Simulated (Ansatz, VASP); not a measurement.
## ZnS in two plane-wave programs

One calculation is typed for both programs; each brings its own data sets. How far apart do they land? The cell is taken from a series of runs on this material, whose earlier steps may have relaxed, scaled, displaced or heated it; both programs get it as it stands.

Program: Ansatz 0.2.0. Level of theory: plane waves, with VASP 6.6.1 beside it; r2SCAN. Results are calculated unless marked as measured.

## 1. Set-up

The structure is cubic, space group F-43m (No. 216). Conventional cell: a = 5.497 Å, b = 5.497 Å, c = 5.497 Å, α = 90.00°, β = 90.00°, γ = 90.00°. Zn has 4 S at 2.38 Å nearest. S has 4 Zn at 2.38 Å nearest. Farther neighbours and most contacts between anions are not listed.

Structure file:

```cif
data_structure
_symmetry_space_group_name_H-M 'P 1'
_symmetry_Int_Tables_number 1
_cell_length_a 3.8866
_cell_length_b 3.8866
_cell_length_c 3.8866
_cell_angle_alpha 60.000
_cell_angle_beta 60.000
_cell_angle_gamma 60.000
_cell_volume 41.51
loop_
_atom_site_label
_atom_site_type_symbol
_atom_site_fract_x
_atom_site_fract_y
_atom_site_fract_z
_atom_site_occupancy
Zn1 Zn 0.75000 0.75000 0.75000 1
S2 S 0.00000 0.00000 0.00000 1
```

## 2. Ansatz: single point, r2SCAN

Ansatz runs on its PAW soft_1 files.

With cell and atoms fixed, the geometry can't cause a difference; cores, projectors, grids and the points listed under the comparison can.

input.yaml

```yaml
crystal:
  lattice:
    - [0.0, 2.7482510477, 2.7482510477]
    - [2.7482510477, 0.0, 2.7482510477]
    - [2.7482510477, 2.7482510477, 0.0]
  atoms:
    - { symbol: Zn, position: [0.75, 0.75, 0.75] }
    - { symbol: S, position: [0.0, 0.0, 0.0] }
kpoints:
  mp_grid: { grid: [6, 6, 6] }
hamiltonian:
  xc: r2scan
  pseudopotentials: { kind: paw, azcp: { folder: soft_1 } }
scf:
  occupations: { method: gaussian, width: 0.01 }
  n_extra_bands: 8
output:
  eigenvalues: true
  eigenstates:
    kpoints:
      - [0.0, 0.0, 0.0]
      - [0.0, 0.003499182, 0.003499182]
      - [0.003499182, 0.0, 0.003499182]
      - [0.003499182, 0.003499182, 0.0]
      - [0.002474295, 0.002474295, 0.004948591]
      - [-0.002474295, 0.002474295, 0.0]
      - [0.002474295, 0.004948591, 0.002474295]
      - [-0.002474295, 0.0, 0.002474295]
      - [0.004948591, 0.002474295, 0.002474295]
      - [0.0, -0.002474295, 0.002474295]
      - [0.004040507, 0.004040507, 0.004040507]
      - [0.0, 0.0, 0.004040507]
      - [0.0, 0.004040507, 0.0]
      - [0.004040507, 0.0, 0.0]
      - [0.0, -0.003499182, -0.003499182]
      - [-0.003499182, 0.0, -0.003499182]
      - [-0.003499182, -0.003499182, 0.0]
      - [-0.002474295, -0.002474295, -0.004948591]
      - [0.002474295, -0.002474295, 0.0]
      - [-0.002474295, -0.004948591, -0.002474295]
      - [0.002474295, 0.0, -0.002474295]
      - [-0.004948591, -0.002474295, -0.002474295]
      - [0.0, 0.002474295, -0.002474295]
      - [-0.004040507, -0.004040507, -0.004040507]
      - [0.0, 0.0, -0.004040507]
      - [0.0, -0.004040507, 0.0]
      - [-0.004040507, 0.0, 0.0]
      - [0.0, 0.013121932, 0.013121932]
      - [0.013121932, 0.0, 0.013121932]
      - [0.013121932, 0.013121932, 0.0]
      - [0.009278607, 0.009278607, 0.018557214]
      - [-0.009278607, 0.009278607, 0.0]
      - [0.009278607, 0.018557214, 0.009278607]
      - [-0.009278607, 0.0, 0.009278607]
      - [0.018557214, 0.009278607, 0.009278607]
      - [0.0, -0.009278607, 0.009278607]
      - [0.015151902, 0.015151902, 0.015151902]
      - [0.0, 0.0, 0.015151902]
      - [0.0, 0.015151902, 0.0]
      - [0.015151902, 0.0, 0.0]
      - [0.0, -0.013121932, -0.013121932]
      - [-0.013121932, 0.0, -0.013121932]
      - [-0.013121932, -0.013121932, 0.0]
      - [-0.009278607, -0.009278607, -0.018557214]
      - [0.009278607, -0.009278607, 0.0]
      - [-0.009278607, -0.018557214, -0.009278607]
      - [0.009278607, 0.0, -0.009278607]
      - [-0.018557214, -0.009278607, -0.009278607]
      - [0.0, 0.009278607, -0.009278607]
      - [-0.015151902, -0.015151902, -0.015151902]
      - [0.0, 0.0, -0.015151902]
      - [0.0, -0.015151902, 0.0]
      - [-0.015151902, 0.0, 0.0]
      - [0.0, 0.0, 0.0]
      - [0.0, 0.003499182, 0.003499182]
      - [0.003499182, 0.0, 0.003499182]
      - [0.003499182, 0.003499182, 0.0]
      - [0.002474295, 0.002474295, 0.004948591]
      - [-0.002474295, 0.002474295, 0.0]
      - [0.002474295, 0.004948591, 0.002474295]
      - [-0.002474295, 0.0, 0.002474295]
      - [0.004948591, 0.002474295, 0.002474295]
      - [0.0, -0.002474295, 0.002474295]
      - [0.004040507, 0.004040507, 0.004040507]
      - [0.0, 0.0, 0.004040507]
      - [0.0, 0.004040507, 0.0]
      - [0.004040507, 0.0, 0.0]
      - [0.0, -0.003499182, -0.003499182]
      - [-0.003499182, 0.0, -0.003499182]
      - [-0.003499182, -0.003499182, 0.0]
      - [-0.002474295, -0.002474295, -0.004948591]
      - [0.002474295, -0.002474295, 0.0]
      - [-0.002474295, -0.004948591, -0.002474295]
      - [0.002474295, 0.0, -0.002474295]
      - [-0.004948591, -0.002474295, -0.002474295]
      - [0.0, 0.002474295, -0.002474295]
      - [-0.004040507, -0.004040507, -0.004040507]
      - [0.0, 0.0, -0.004040507]
      - [0.0, -0.004040507, 0.0]
      - [-0.004040507, 0.0, 0.0]
      - [0.0, 0.013121932, 0.013121932]
      - [0.013121932, 0.0, 0.013121932]
      - [0.013121932, 0.013121932, 0.0]
      - [0.009278607, 0.009278607, 0.018557214]
      - [-0.009278607, 0.009278607, 0.0]
      - [0.009278607, 0.018557214, 0.009278607]
      - [-0.009278607, 0.0, 0.009278607]
      - [0.018557214, 0.009278607, 0.009278607]
      - [0.0, -0.009278607, 0.009278607]
      - [0.015151902, 0.015151902, 0.015151902]
      - [0.0, 0.0, 0.015151902]
      - [0.0, 0.015151902, 0.0]
      - [0.015151902, 0.0, 0.0]
      - [0.0, -0.013121932, -0.013121932]
      - [-0.013121932, 0.0, -0.013121932]
      - [-0.013121932, -0.013121932, 0.0]
      - [-0.009278607, -0.009278607, -0.018557214]
      - [0.009278607, -0.009278607, 0.0]
      - [-0.009278607, -0.018557214, -0.009278607]
      - [0.009278607, 0.0, -0.009278607]
      - [-0.018557214, -0.009278607, -0.009278607]
      - [0.0, 0.009278607, -0.009278607]
      - [-0.015151902, -0.015151902, -0.015151902]
      - [0.0, 0.0, -0.015151902]
      - [0.0, -0.015151902, 0.0]
      - [-0.015151902, 0.0, 0.0]
checkpoint:
  read: start.run
  write: ck
  compress: false
  write_wavefunctions: false
  write_every: 100000
```

Started as:

```console
$ ansatz run input.yaml --threads 4 --pin off --max-ram 9216MiB --backend cpu --events-out ev --progress --plain --runs-dir out
```

Numbers of over 12 decimals in the logs are rounded to 6 here.

Output:

```text
scf.n_extra_bands = 8 over 9 filled bands (N_el = 18.0): the run solves 17 bands
Engine: ansatz 0.2.0, aarch64-unknown-linux-gnu
Pseudopotentials: kind: paw
Pseudopotential: Zn, paw, valence charge 12, recommended cutoff 500 eV (meta_gga), soft_1/Zn.paw.azcp
Pseudopotential: S, paw, valence charge 6, recommended cutoff 500 eV (meta_gga), soft_1/S.paw.azcp
Functional definition: r2SCAN
  parameter k0 = 0.174
  parameter k1 = 0.065
  parameter a1 = 4.9479
  exchange = r2scan_x(k0 = k0, k1 = k1, a1 = a1)
  correlation = r2scan_c
Crystal: 2 atoms, lattice volume = 41.514 Å³
Basis set: ecut = 500 eV, 1067 PW (Γ), exchange–correlation on 120×120×120 points (64 copies of the dense FFT grid, shifted against one another)
Bands: 17, of which v1, the nominal top of the filled ones, is band 9 counted from 1 (8 counted from 0)
Symmetry: 24 space group operations
Space group: F-43m (ITA 216), of the structure as read, at distance tolerance 3.5e-5 Å
k-points: 16 of 216 (time reversal used)
Non-local potential: Zn, projectors of the file, l = 0: 2, l = 1: 2, l = 2: 3, l = 3: 1
Non-local potential: S, projectors of the file, l = 0: 2, l = 1: 2, l = 2: 1
PAW form: soft (Blöchl's): semilocal exchange-correlation on the pseudo side does not see the compensation charge
PAW frozen core: Zn, regenerated for the run's functional (the file was generated under x = pbe(κ = 0.804, μ = 0.219515), c = pbe(β = 0.066725))
PAW frozen core: S, regenerated for the run's functional (the file was generated under x = pbe(κ = 0.804, μ = 0.219515), c = pbe(β = 0.066725))
PAW one-centre angular grid: Zn, 590 points (default); XC on 160 Gauss nodes
PAW one-centre angular grid: S, 302 points (default); XC on 160 Gauss nodes
Initial density: read from a saved state, or passed on in memory by an earlier SCF of this step, an earlier step, the calling program or the single point that the run made first
Stability of the state it starts from, as read at its close in the unpolarized treatment: not read negative (Ritz values of 1 − χ₀K, real part plus size of imaginary part, from 0.96 to 1.1, by its mixing steps under the symmetry group of the SCF that read it)
Initial wavefunctions: pseudopotential atomic-orbital guess
Functional: x = r2scan, c = r2scan; τ floored in thin density (d = 2e-4 eV/Å³)
iter 1 solved again at ethr=2.77e-7 eV; its pass at ethr=3.10e-3 eV (dr2=4.99e-5 eV) is discarded
SCF iter   1: F=—  HF=-4233.418663 eV  |F-HF|=—  |Δ(HF+E_count)|=         —  Δρ=9.57e-6  dr2=1.74e-8  dr2_τ=4.84e-10  ethr=2.77e-7  ⟨swp⟩=3.1  Hψ=2766  notcnv=0
eigensolver tolerance schedule: the retry pair's looser diagonalisation over-reported the residual by 2865.82 of it (diagonalisation noise at 0.34 of the residual, at the tolerance the schedule requests for it); recorded, not acted on — ethr = c·dr2/N_el stays at c = 1.0e-1
preconditioner: auto → none  [insulator: Δε(μ)=2.431 eV  Ē_g=15.993 eV  σ=0.010 eV  W_gap=1.00  n_scr=14 (ndim 8)  ℏωp=24.5 eV  f_vac=0.034  D(μ)=0.00/eV (n_scr^D=0)  ε∞_Penn≈3.3]
SCF iter   2: F=-4233.418663 eV  HF=-4233.418663 eV  |F-HF|=1.36e-9  |Δ(HF+E_count)|=   2.68e-8  Δρ=2.69e-6  dr2=1.72e-9  dr2_τ=1.01e-10  ethr=9.66e-11  ⟨swp⟩=4.7  Hψ=851  notcnv=0
SCF 1 converged in 2 iterations: F = -4233.418663 eV  dr2 = 1.72e-9
  greatest PAW one-centre occupation: 0.983 electrons in one spin orbital (limit 2), on the Zn atom at site 0 (counted from 0), in its partial waves of l = 2
NSCF: frozen V_eff on 106 k-points
SCF converged after 2 iterations
Free energy (F): -4233.418663 eV
Harris-Foulkes:  -4233.418663 eV  (|F-HF|=1.36e-9)
Internal energy: -4233.418663 eV  (E = F + TS)
E sigma→0 (E₀):  -4233.418663 eV
Fermi energy:    6.064317 eV
--- Per-component energies (eV) ---
  E_band       = -11.548559
  E_kinetic    = 249.973974
  E_local      = -2307.254198  (includes V_loc(G=0)·N_el)
  E_nonlocal   = 861.190578
  E_hartree    = 881.930301
  E_xc         = -153.079538
  E_vxc        = -139.250656  (∫ρ·V_xc dr)
  E_paw        = -2533.601625  (= ΣΔE_a)
  E_vpaw       = -446.830923  (= ΣTr[D̂ρ^β])
  E_aug_tail   = 0.000069  (compensation charges beyond the density's cutoff)
  E_vtau       = 6.763021  (kinetic-family band-sum trace: ∫τ·v_τ [+ j·A + Jᵃ·Aᵃ] dr)
  E_ewald      = -1232.285840
  E_core_change = -0.292384  (= ΣΔE_core)
  E_smearing   = -0.000000  (= −TS)
  E_closure    = -0.000000  (closes the sum)
  Σ components = -4233.418663   (vs F -4233.418663, Δ=0.00e0)
--- Band table (eV; the first three rows and the last of 16) ---
  k-point 0: bands = [... 5 lower, -0.9952, 4.8487, 4.8487, 4.8487, 7.2799, 11.7497, 11.7497, 11.7497, ... 4 higher]
  k-point 1: bands = [... 5 lower, -0.9965, 3.2432, 4.6197, 4.6197, 8.3802, 11.6579, 12.1369, 12.1369, ... 4 higher]
  k-point 2: bands = [... 5 lower, -0.9847, 1.0843, 4.2158, 4.2158, 8.6655, 12.3615, 12.3615, 13.0175, ... 4 higher]
  k-point 15: bands = [... 5 lower, -0.6795, 0.4522, 2.3733, 2.3931, 10.0713, 10.5407, 14.2893, 14.2893, ... 4 higher]
```

## 3. VASP: single point, r2SCAN

The same cell, functional, mesh and smearing now go to VASP, with its own data sets.

Lines of VASP's logs that name or quote its potential files are left out, and so is its time.

INCAR

```
SYSTEM = ZnS
PREC = Accurate
ENCUT = 440
EDIFF = 1E-06
NELM = 120
ISMEAR = 0
SIGMA = 0.01
LREAL = .FALSE.
ALGO = Normal
METAGGA = R2SCAN
LASPH = .TRUE.
NBANDS = 15
LORBIT = 11
LWAVE = .FALSE.
LCHARG = .FALSE.
ISIF = 2
GGA_COMPAT = .FALSE.
EFERMI = MIDGAP
LMIXTAU = .TRUE.
```

POSCAR

```
ZnS
1.0
    0.0000000000      2.7482510477      2.7482510477
    2.7482510477      0.0000000000      2.7482510477
    2.7482510477      2.7482510477      0.0000000000
Zn S
1 1
Direct
    0.7500000000      0.7500000000      0.7500000000
    0.0000000000      0.0000000000      0.0000000000
```

KPOINTS

```
Automatic mesh
0
Gamma
6 6 6
0 0 0
```

PAW data sets: Zn and S (PBE family, release 64).

Started as:

```console
$ mpirun -np 1 vasp_std
```

Output:

```text
[banner, memory and clock lines left out]
running    1 mpi-ranks, on    1 nodes
 distrk:  each k-point on    1 cores,    1 groups
 distr:  one band on    1 cores,    1 groups

 POSCAR found type information on POSCAR ZnS
 POSCAR found :  2 types and       2 ions
|                                                                             |
|               ----> ADVICE to this user running VASP <----                  |
|                                                                             |
|     You enforced a specific xc type in the INCAR file but a different       |
|     [... a line on the potential file left out ...]
|     I HOPE YOU KNOW WHAT YOU ARE DOING!                                     |
|                                                                             |

 LDA part: xc-table for (None), standard interpolation
 POSCAR, INCAR and KPOINTS ok, starting setup
 FFT: planning ... GRIDC
 FFT: planning ... GRID_SOFT
 FFT: planning ... GRID
 WAVECAR not read
 entering main loop
       N       E                     dE             d eps       ncg     rms          rms(c)
DAV:   1     0.618522611234E+02    0.61852E+02   -0.78102E+03   480   0.124E+03
DAV:   2    -0.169188718979E+02   -0.78771E+02   -0.74450E+02   543   0.253E+02
DAV:   3    -0.218822926481E+02   -0.49634E+01   -0.49453E+01   599   0.630E+01
DAV:   4    -0.219276808329E+02   -0.45388E-01   -0.45379E-01   557   0.627E+00
DAV:   5    -0.219281889240E+02   -0.50809E-03   -0.50808E-03   606   0.623E-01    0.644E+00
DAV:   6    -0.188182291595E+02    0.31100E+01   -0.17792E+00   508   0.409E+01    0.613E+00
DAV:   7    -0.187546822282E+02    0.63547E-01   -0.56176E-01   501   0.133E+01    0.321E+00
DAV:   8    -0.188008396831E+02   -0.46157E-01   -0.14189E-01   480   0.441E+00    0.143E+00
DAV:   9    -0.187885802782E+02    0.12259E-01   -0.14430E-01   480   0.365E+00    0.349E-01
DAV:  10    -0.188091680293E+02   -0.20588E-01   -0.50633E-02   480   0.204E+00    0.160E-01
DAV:  11    -0.188294771295E+02   -0.20309E-01   -0.56855E-03   522   0.727E-01    0.747E-02
DAV:  12    -0.188043914668E+02    0.25086E-01   -0.67959E-03   480   0.754E-01    0.122E-01
DAV:  13    -0.188291972403E+02   -0.24806E-01   -0.54148E-03   487   0.639E-01    0.449E-02
DAV:  14    -0.188295201969E+02   -0.32296E-03   -0.20956E-04   578   0.165E-01    0.146E-02
DAV:  15    -0.188295278815E+02   -0.76846E-05   -0.14678E-05   515   0.397E-02    0.482E-03
DAV:  16    -0.188295298443E+02   -0.19628E-05   -0.92820E-07   471   0.132E-02    0.295E-03
DAV:  17    -0.188295312822E+02   -0.14380E-05   -0.87243E-07   408   0.115E-02    0.649E-04
DAV:  18    -0.188295279622E+02    0.33201E-05   -0.41747E-07   373   0.911E-03    0.966E-04
DAV:  19    -0.188295296003E+02   -0.16381E-05   -0.81528E-08   254   0.533E-03    0.769E-04
DAV:  20    -0.188295293670E+02    0.23330E-06   -0.17091E-08   261   0.196E-03
   1 F= -.18829529E+02 E0= -.18829529E+02  d E =0.000000E+00
```

OUTCAR, selected parts (step 3):

```text
ion  position               nearest neighbor table
   1  0.750  0.750  0.750-   2 2.38   2 2.38   2 2.38   2 2.38
   2  0.000  0.000  0.000-   1 2.38   1 2.38   1 2.38   1 2.38

  LATTYP: Found a face centered cubic cell.
 ALAT       =     5.4965020954

 Subroutine GETGRP returns: Found 24 space group operations
 (whereof 24 operations were pure point group operations)

The static configuration has the point symmetry T_d .

 Found     16 irreducible k-points:

   k-points           NKPTS =     16   k-points in BZ     NKDIM =     16   number of bands    NBANDS=     15

   dimension x,y,z NGX =    28 NGY =   28 NGZ =   28
   dimension x,y,z NGXF=    56 NGYF=   56 NGZF=   56

   ENCUT  =  440.0 eV  32.34 Ry    5.69 a.u.   6.65  6.65  6.65*2*pi/ulx,y,z

   NELECT =      18.0000    total number of electrons

 k-points in reciprocal lattice and weights: Automatic mesh
   0.00000000  0.00000000  0.00000000       0.005
   0.16666667  0.00000000  0.00000000       0.037
   0.33333333  0.00000000  0.00000000       0.037
   0.50000000  0.00000000  0.00000000       0.019
   0.16666667  0.16666667  0.00000000       0.028
   0.33333333  0.16666667  0.00000000       0.111
   0.50000000  0.16666667  0.00000000       0.111
  -0.33333333  0.16666667  0.00000000       0.111
  -0.16666667  0.16666667  0.00000000       0.056
[...]
-0.33333333  0.33333333  0.16666667       0.111
  -0.33333333  0.50000000  0.16666667       0.056

 average (electrostatic) potential at core
       1 -42.1440       2 -91.9530

 E-fermi :   2.5882

 k-point     1 :       0.0000    0.0000    0.0000
  band No.  band energies     occupation
    ...
      5      -4.4617      2.00000
      6      -4.4617      2.00000
      7       1.3686      2.00000
      8       1.3686      2.00000
      9       1.3686      2.00000
     10       3.8078      0.00000
     11       8.3015      0.00000
     12       8.3015      0.00000
     13       8.3015      0.00000
     14      13.5862      0.00000
    ...

 k-point     2 :       0.1667    0.0000    0.0000
  band No.  band energies     occupation
    ...
      5      -4.4632      2.00000
      6      -4.4632      2.00000
      7      -0.2369      2.00000
      8       1.1399      2.00000
      9       1.1399      2.00000
     10       4.9095      0.00000
     11       8.2056      0.00000
     12       8.6904      0.00000
     13       8.6904      0.00000
     14      12.8247      0.00000
    ...

 k-point     3 :       0.3333    0.0000    0.0000
  band No.  band energies     occupation
    ...
      5      -4.4517      2.00000
      6      -4.4517      2.00000
      7      -2.3941      2.00000
      8       0.7368      2.00000
      9       0.7368      2.00000
     10       5.1950      0.00000
     11       8.9141      0.00000
     12       8.9141      0.00000
     13       9.5594      0.00000
     14      13.4486      0.00000
    ...

  Total       -1.0773935     -1.0773935     -1.0773935      0.0000000      0.0000000      0.0000000
  in kB      -41.5801209    -41.5801209    -41.5801209      0.0000000      0.0000000      0.0000000
  external PRESSURE =     -41.5801209 kB  Pullay stress =       0.0000000 kB

  energy-cutoff  :      440.00
  volume of cell :       41.51
      direct lattice vectors                 reciprocal lattice vectors
     0.000000000  2.748251048  2.748251048    -0.181933889  0.181933889  0.181933889
     2.748251048  0.000000000  2.748251048     0.181933889 -0.181933889  0.181933889
     2.748251048  2.748251048  0.000000000     0.181933889  0.181933889 -0.181933889

 POSITION                                       TOTAL-FORCE (eV/Angst)
 -----------------------------------------------------------------------------------
      4.12238      4.12238      4.12238         0.000000      0.000000     -0.000000
      0.00000      0.00000      0.00000        -0.000000      0.000000      0.000000
 -----------------------------------------------------------------------------------
    total drift:                                0.000000      0.000000      0.000000

  FREE ENERGIE OF THE ION-ELECTRON SYSTEM (eV)
  ---------------------------------------------------
  free  energy   TOTEN  =       -18.8295293670 eV

  energy  without entropy=      -18.8295293670  energy(sigma->0) =      -18.82952937

 total charge
# of ion       s       p       d       tot
------------------------------------------
    1        0.485   0.433   9.813  10.730
    2        1.304   2.440   0.000   3.743
--------------------------------------------------
tot          1.789   2.872   9.813  14.474

[... 3 further parts left out ...]
```

The run ends at a pressure of -4.16 GPa.

## 4. Comparison

Known differences besides the potentials themselves: VASP keeps PBE cores, Ansatz makes them for the functional; the cutoff is 500 eV in Ansatz and 440 eV in VASP. Total energies have different zeros and are not compared.

Compared:

```csv
quantity,Ansatz,VASP,difference
gap on the k mesh (eV),2.431,2.439,-0.008
```

A gap on the mesh is an upper bound, since the band edges may lie between its points.

## 5. What came out

```json
{"difference in gap on the k mesh (single point, r2SCAN)": "-0.0080 eV"}
```

**Reading.** The difference in gap on the k mesh is -0.0080 eV (single point, r2SCAN), within the 0.08 eV picked in this series as the mark of a large difference. Such differences can come from data sets, numerical settings and the points named under the comparisons, not from the functional's error against experiment.

[Lines on the potential files, build, host, timing and source positions are cut from VASP's logs without a mark.]

[Logs are printed without paths, hosts, clocks, repeated set-up lines and the standing remarks that a program may print on its own settings, such as how far it seeks lower states.]

[Hosts, paths, dates, database ids (printed as entryN), source tags and the programs' standing remarks are cut or masked in the printed files.]
